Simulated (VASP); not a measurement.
# Cu3Te (Pm-3m) in VASP: further runs

One crystal, Cu3Te, is run at these levels: PBEsol; tasks: single point.

Everything below comes from runs of VASP 6.6.1. Logs are shortened: lines on timing, memory, paths and dates and some standing lists are left out, and cuts for length are marked.

## (1) Starting point

Symmetry: Pm-3m, No. 221, cubic system. Conventional cell: a = 3.947 Å, b = 3.947 Å, c = 3.947 Å, α = 90.00°, β = 90.00°, γ = 90.00°. Cu (site symmetry 4/mmm) is surrounded by 8 Cu at 2.79 Å and 4 Te at 2.79 Å. Te (site symmetry m-3m) is surrounded by 12 Cu at 2.79 Å.

The cell comes from a database or a generator and needn't be the stable form of this composition.

## (2) Single point, PBEsol

Contents of INCAR:

```
SYSTEM = Cu3Te
ALGO = Fast ; EDIFF = 1E-6
ENCUT = 520 ; GGA = PS
ISIF = 2 ; ISMEAR = 0
LASPH = .TRUE. ; LCHARG = .FALSE.
LREAL = .FALSE. ; LWAVE = .FALSE.
NBANDS = 28 ; NELM = 100
PREC = Accurate ; SIGMA = 0.1
```

Contents of KPOINTS:

```
k-points
0
G
  10 10 10
  0 0 0
```

Contents of POSCAR:

```
Cu3Te
1.0
    3.9466620000      0.0000000000      0.0000000000
    0.0000000000      3.9466620000      0.0000000000
    0.0000000000      0.0000000000      3.9466620000
Cu Te
3 1
Direct
    0.0000000000      0.5000000000      0.5000000000
    0.5000000000      0.0000000000      0.5000000000
    0.5000000000      0.5000000000      0.0000000000
    0.0000000000      0.0000000000      0.0000000000
```

Potentials or basis: VASP PAW PBE potentials, release 64 (Cu, Te).

Command:

```bash
> cat potpaw_PBE.64/Cu/POTCAR potpaw_PBE.64/Te/POTCAR > POTCAR
> mpirun -np 1 vasp_std > vasp.out
```

OUTCAR:

```text
SYSTEM = Cu3Te
   EDIFF = 1E-6
   ENCUT = 520
   GGA = PS
   ISIF = 2
   ISMEAR = 0
   LASPH = .TRUE.
   LREAL = .FALSE.
   NELM = 100
   PREC = Accurate

 ion  position               nearest neighbor table
   1  0.000  0.500  0.500-   2 2.79   3 2.79   4 2.79   3 2.79   4 2.79   2 2.79   4 2.79   4 2.79
                             2 2.79   3 2.79   3 2.79   2 2.79
   2  0.500  0.000  0.500-   1 2.79   3 2.79   4 2.79   3 2.79   4 2.79   1 2.79   3 2.79   3 2.79
                             1 2.79   4 2.79   4 2.79   1 2.79
   3  0.500  0.500  0.000-   1 2.79   2 2.79   4 2.79   1 2.79   2 2.79   2 2.79   4 2.79   2 2.79
                             1 2.79   4 2.79   1 2.79   4 2.79
   4  0.000  0.000  0.000-   1 2.79   2 2.79   3 2.79   1 2.79   2 2.79   1 2.79   3 2.79   1 2.79
                             2 2.79   3 2.79   2 2.79   3 2.79

  LATTYP: Found a simple cubic cell.
 ALAT       =     3.9466620000

  Lattice vectors:

 A1 = (   3.9466620000,   0.0000000000,   0.0000000000)
 A2 = (   0.0000000000,   3.9466620000,   0.0000000000)
 A3 = (   0.0000000000,   0.0000000000,   3.9466620000)

Analysis of symmetry for initial positions (statically):
=====================================================================
 Subroutine PRICEL returns:
 Original cell was already a primitive cell.

 Routine SETGRP: Setting up the symmetry group for a
 simple cubic supercell.

 Subroutine GETGRP returns: Found 48 space group operations
 (whereof 48 operations were pure point group operations)
 out of a pool of 48 trial point group operations.

The static configuration has the point symmetry O_h .

Analysis of symmetry for dynamics (positions and initial velocities):
=====================================================================
 Subroutine PRICEL returns:
 Original cell was already a primitive cell.

 Routine SETGRP: Setting up the symmetry group for a
 simple cubic supercell.

 Subroutine GETGRP returns: Found 48 space group operations
 (whereof 48 operations were pure point group operations)
 out of a pool of 48 trial point group operations.

The dynamic configuration has the point symmetry O_h .

 Subroutine INISYM returns: Found 48 space group operations
 (whereof 48 operations are pure point group operations),
 and found     1 'primitive' translations

----------------------------------------------------------------------------------------

                                     Primitive cell

  volume of cell :      61.4738

  direct lattice vectors                    reciprocal lattice vectors
     3.946662000  0.000000000  0.000000000     0.253378678  0.000000000  0.000000000
     0.000000000  3.946662000  0.000000000     0.000000000  0.253378678  0.000000000
     0.000000000  0.000000000  3.946662000     0.000000000  0.000000000  0.253378678

  length of vectors
     3.946662000  3.946662000  3.946662000     0.253378678  0.253378678  0.253378678

  position of ions in fractional coordinates (direct lattice)
     0.000000000  0.500000000  0.500000000
     0.500000000  0.000000000  0.500000000
     0.500000000  0.500000000  0.000000000
     0.000000000  0.000000000  0.000000000

  ion indices of the primitive-cell ions
   primitive index   ion index
                 1           1
                 2           2
                 3           3
                 4           4

----------------------------------------------------------------------------------------

 KPOINTS: k-points

Automatic generation of k-mesh.
 Grid dimensions read from file:
 generate k-points for:   10   10   10

 Generating k-lattice:

  Cartesian coordinates                     Fractional coordinates (reciprocal lattice)
     0.025337868  0.000000000  0.000000000     0.100000000  0.000000000  0.000000000
     0.000000000  0.025337868  0.000000000     0.000000000  0.100000000  0.000000000
     0.000000000  0.000000000  0.025337868     0.000000000  0.000000000  0.100000000

  Length of vectors
     0.025337868  0.025337868  0.025337868

  Shift w.r.t. Gamma in fractional coordinates (k-lattice)
     0.000000000  0.000000000  0.000000000

 Subroutine IBZKPT returns following result:
 ===========================================

 Found     56 irreducible k-points:

 Following reciprocal coordinates:
            Coordinates               Weight
  0.000000  0.000000  0.000000      1.000000
  0.100000  0.000000  0.000000      6.000000
  0.200000  0.000000  0.000000      6.000000
  0.300000  0.000000  0.000000      6.000000
  0.400000  0.000000  0.000000      6.000000
  0.500000  0.000000  0.000000      3.000000
[... 16 lines left out ...]
  0.200000  0.100000  0.100000     24.000000
  0.300000  0.100000  0.100000     24.000000
 [... further k-points ...]
   k-points           NKPTS =     56   k-points in BZ     NKDIM =     56   number of bands    NBANDS=     28
   number of dos      NEDOS =    301   number of ions     NIONS =      4
   total plane-waves  NPLWV =  27000
   dimension x,y,z NGX =    30 NGY =   30 NGZ =   30
   dimension x,y,z NGXF=    60 NGYF=   60 NGZF=   60
   ions per type =               3   1
   NGX,Y,Z   is equivalent  to a cutoff of  12.64, 12.64, 12.64 a.u.
   NGXF,Y,Z  is equivalent  to a cutoff of  25.27, 25.27, 25.27 a.u.
 SYSTEM =  Cu3Te
   PREC   = accura    normal or accurate (medium, high low for compatibility)
   ISTART =      0    job   : 0-new  1-cont  2-samecut
   ICHARG =      2    charge: 1-file 2-atom 10-const
   ISPIN  =      1    spin polarized calculation?
   LNONCOLLINEAR =      F non collinear calculations
   LSORBIT =      F    spin-orbit coupling
   LASPH  =      T    aspherical Exc in radial PAW
   ENCUT  =  520.0 eV  38.22 Ry    6.18 a.u.   7.34  7.34  7.34*2*pi/ulx,y,z
   NELM   =    100;   NELMIN=  2; NELMDL= -5     # of ELM steps
   EDIFF  = 0.1E-05   stopping-criterion for ELM
   LREAL  =      F    real-space projection
   EDIFFG = 0.1E-04   stopping-criterion for IOM
   NSW    =      0    number of steps for IOM
   IBRION =     -1    ionic relax: 0-MD 1-quasi-New 2-CG
   NFREE  =      0    steps in history (QN), initial steepest desc. (CG)
   ISIF   =      2    stress and relaxation
   ISYM   =      2    0-nonsym 1-usesym 2-fastsym
   POTIM  = 0.5000    time-step for ionic-motion
   TEBEG  =    0.0;   TEEND  =   0.0 temperature during run
   PSTRESS=    0.0 pullay stress
   NELECT =      39.0000    total number of electrons
   NUPDOWN=      -1.0000    fix difference up-down
   EMIN   =  10.00;   EMAX   =-10.00  energy-range for DOS
   EFERMI =   0.00;   METHOD = LEGACY
   ISMEAR =     0;   SIGMA  =   0.10  broadening in eV -4-tet -1-fermi 0-gaus
   EFERMI_NEDOS =   21; number of points for ismear=-14 and -15
   IALGO  =     68    algorithm
   IMIX   =      4    mixing-type and parameters
     AMIX     =   0.40;   BMIX     =  1.00
     AMIX_MAG =   1.60;   BMIX_MAG =  1.00
  volume/ion in A,a.u.               =      15.37       103.71
  Fermi-wavevector in a.u.,A,eV,Ry     =   1.406694  2.658267 26.923062  1.978789
  Thomas-Fermi vector in A             =   2.529029
   LORBIT       =      0    0 simple, 1 ext, 2 COOP (PROOUT), +10 PAW based schemes
   GGA     = PS    functional components
   LHFCALC =     F    Hartree Fock is set to
   AEXX    =    0.0000 exact exchange contribution
   IVDW    =     0    specifies the selected vdW correction
   LEPSILON=     F    determine dielectric tensor
   LRPA    =     F    only Hartree local field effects (RPA)
 non-spin polarized calculation
 RMM-DIIS sequential band-by-band and
 Gauss-broadening in eV      SIGMA  =   0.10
  energy-cutoff  :      520.00
  volume of cell :       61.47
 maximum number of plane-waves:      1683
 NGX is ok and might be reduce to    30
   NGX = 15   NGY = 15   NGZ = 15

 number of electron      39.0000098 magnetization

 Free energy of the ion-electron system (eV)
  ---------------------------------------------------
  ext. energy  EPLUGINS =         0.00000000
  ---------------------------------------------------
  free energy    TOTEN  =       -15.84204812 eV

  energy without entropy =      -15.83573218  energy(sigma->0) =      -15.83889015

 E-fermi :   8.7136     XC(G=0): -11.9361

 val. band max:        8.7008657646   @ k =   0.3000   0.3000   0.1000
 cond. band min:       8.7548530927   @ k =   0.1000   0.1000   0.1000
 fundamental gap:      0.0539873282
 Fermi energy:         8.7136235761

 k-point     1 :       0.0000    0.0000    0.0000
  band No.  band energies     occupation
      1      -5.2704      2.00000
      2       3.6049      2.00000
      3       4.4053      2.00000
      4       4.4053      2.00000
      5       4.7255      2.00000
      6       4.7255      2.00000
[... 20 lines left out ...]
     27      17.1437      0.00000
     28      17.1437      0.00000

 k-point     2 :       0.1000    0.0000    0.0000
  band No.  band energies     occupation
      1      -5.2031      2.00000
      2       3.4022      2.00000
      3       4.0640      2.00000
      4       4.4556      2.00000
      5       4.5821      2.00000
      6       4.5821      2.00000
[... 20 lines left out ...]
     27      16.7928      0.00000
     28      16.7928      0.00000

 k-point     3 :       0.2000    0.0000    0.0000
  band No.  band energies     occupation
      1      -5.0127      2.00000
      2       2.4605      2.00000
      3       4.0436      2.00000
      4       4.3315      2.00000
      5       4.3315      2.00000
      6       4.5979      2.00000
[... 20 lines left out ...]
     27      16.7332      0.00000
     28      16.7332      0.00000

 k-point     4 :       0.3000    0.0000    0.0000
  band No.  band energies     occupation
      1      -4.7408      2.00000
      2       1.4264      2.00000
      3       4.1201      2.00000
      4       4.1201      2.00000
      5       4.2269      2.00000
      6       4.8045      2.00000
[... 578 lines left out ...]
     27      16.2072      0.00000
     28      17.5484      0.00000

 k-point    23 :       0.2000    0.1000    0.1000
  band No.  band energies     occupation
      1      -4.8847      2.00000
      2       2.5133      2.00000
      3       3.6043      2.00000
      4       3.8902      2.00000
      5       4.3243      2.00000
      6       4.7403      2.00000
[... 20 lines left out ...]
     27      16.2142      0.00000
     28      17.3863      0.00000

 k-point    24 :       0.3000    0.1000    0.1000
  band No.  band energies     occupation
      1      -4.6202      2.00000
      2       1.5489      2.00000
      3       3.5960      2.00000
      4       3.8872      2.00000
      5       4.3831      2.00000
      6       4.8355      2.00000
[... 20 lines left out ...]
     27      15.8708      0.00000
     28      17.5209      0.00000

 [... further k-points ...]

------------------------ aborting loop because EDIFF is reached ----------------------------------------

  FORCE on cell =-STRESS in cart. coord.  units (eV):
  Direction    XX          YY          ZZ          XY          YZ          ZX
  --------------------------------------------------------------------------------------
  -------------------------------------------------------------------------------------
  Total       -1.8921385     -1.8921385     -1.8921385      0.0000000     -0.0000000     -0.0000000
  in kB      -49.3143940    -49.3143940    -49.3143940      0.0000000     -0.0000000     -0.0000000
  external PRESSURE =     -49.3143940 kB  Pullay stress =       0.0000000 kB

 VOLUME and BASIS-vectors are now :
 -----------------------------------------------------------------------------
  energy-cutoff  :      520.00
  volume of cell :       61.47
      direct lattice vectors                 reciprocal lattice vectors
     3.946662000  0.000000000  0.000000000     0.253378678  0.000000000  0.000000000
     0.000000000  3.946662000  0.000000000     0.000000000  0.253378678  0.000000000
     0.000000000  0.000000000  3.946662000     0.000000000  0.000000000  0.253378678

 POSITION                                       TOTAL-FORCE (eV/Angst)
 -----------------------------------------------------------------------------------
      0.00000      1.97333      1.97333         0.000000      0.000000      0.000000
      1.97333      0.00000      1.97333         0.000000      0.000000      0.000000
      1.97333      1.97333      0.00000         0.000000      0.000000      0.000000
      0.00000      0.00000      0.00000         0.000000      0.000000      0.000000
 -----------------------------------------------------------------------------------
    total drift:                                0.000000      0.000000     -0.000000

  FREE ENERGIE OF THE ION-ELECTRON SYSTEM (eV)
  ---------------------------------------------------
  free  energy   TOTEN  =       -15.8420481194 eV

  energy  without entropy=      -15.8357321773  energy(sigma->0) =      -15.83889015
```

It took 95 s on 1 thread of Intel Xeon Platinum 8259CL at 2.50GHz (Skylake/Cascade Lake), shared host; peak memory 0.22 GiB.

What came out:

| Item | Value |
| --- | --- |
| Free energy | -15.8420 eV |
| Pressure | -4.9 GPa |
| Band gap on the k mesh | none (metal or under the smearing width) |

Caveat: the PAW data sets were made with another functional, which shifts forces and pressure a little. Spin-orbit coupling is left out, which matters for the levels of Te.

## (3) Single point, PBEsol

Contents of INCAR:

```
  ALGO = Fast
  EDIFF = 1E-7
  ENCUT = 520
  GGA = PS
  ISIF = 2
  ISMEAR = 0
  LASPH = True
  LCHARG = False
  LREAL = False
  LWAVE = False
  NBANDS = 28
  NELM = 100
  PREC = Accurate
  SIGMA = 0.1
```

Contents of KPOINTS:

```
k-points
0
Gamma
  10 10 10
```

POSCAR is that of step 2.

Potentials or basis: VASP PAW PBE potentials, release 64 (Cu, Te).

Command:

```bash
> cat potpaw_PBE.64/Cu/POTCAR potpaw_PBE.64/Te/POTCAR > POTCAR
> mpirun -np 1 vasp_std > vasp.out
```

Wall time 1.8 min (1 thread of Intel Xeon Platinum 8259CL at 2.50GHz (Skylake/Cascade Lake), shared host); peak memory 0.22 GiB.

The run converged. Its results:

- Free energy: -15.8420 eV
- Pressure: -5.0 GPa
- Band gap on the k mesh: none (metal or under the smearing width)

Levels at points of the mesh, in eV from the Fermi level:
```
           k point  band 17  band 18  band 19  band 20  band 21  band 22  band 23  band 24
(0.00, 0.00, 0.00)    -2.18    -2.18    -2.18    -1.23     2.64     2.64     6.03     6.03
(0.50, 0.00, 0.00)    -2.18    -0.44    -0.44    -0.13     2.67     2.67     3.06     3.36
(0.50, 0.50, 0.00)    -2.67    -1.92    -1.92     0.81     2.42     4.75     4.75     4.95
(0.50, 0.50, 0.50)    -2.29    -2.29    -2.29    -1.54     0.44     0.44     0.44    10.71
```

Caveat: the PAW data sets were made with another functional, which shifts forces and pressure a little.

## (4) Single point, PBEsol

Contents of INCAR:

```
SYSTEM = Cu3Te
PREC = Accurate
ENCUT = 520
EDIFF = 1E-6
ISMEAR = 0
SIGMA = 0.1
LREAL = .False.
LASPH = .True.
NELM = 100
ALGO = Normal
ISIF = 2
LWAVE = .False.
LCHARG = .False.
GGA = PS
NBANDS = 28
```

Contents of KPOINTS:

```
Automatic mesh
0
Gamma
  10 10 10
  0 0 0
```

POSCAR is that of step 3.

Command:

```bash
> cat potpaw_PBE.64/Cu/POTCAR potpaw_PBE.64/Te/POTCAR > POTCAR
> mpirun -np 1 vasp_std > vasp.out
```

Wall time 69 s (1 thread of Intel Xeon Platinum 8259CL at 2.50GHz (Skylake/Cascade Lake), shared host); peak memory 0.22 GiB.

Results (log left out):

| Item | Value |
| --- | --- |
| Free energy | -15.8421 eV |
| Pressure | -4.4 GPa |
| Band gap on the k mesh | none (metal or under the smearing width) |

Levels at points of the mesh, in eV from the Fermi level:
| k point | band 18 | band 19 | band 20 | band 21 | band 22 | band 23 |
| --- | --- | --- | --- | --- | --- | --- |
| (0.00, 0.00, 0.00) | -2.18 | -2.18 | -1.23 | 2.64 | 2.64 | 6.03 |
| (0.50, 0.00, 0.00) | -0.44 | -0.44 | -0.13 | 2.67 | 2.67 | 3.06 |
| (0.50, 0.50, 0.00) | -1.92 | -1.92 | 0.81 | 2.42 | 4.75 | 4.75 |
| (0.50, 0.50, 0.50) | -2.30 | -2.30 | -1.54 | 0.44 | 0.44 | 0.44 |

Caveat: the PAW data sets were made with another functional, which shifts forces and pressure a little. Spin-orbit coupling is left out, which matters for the levels of Te.
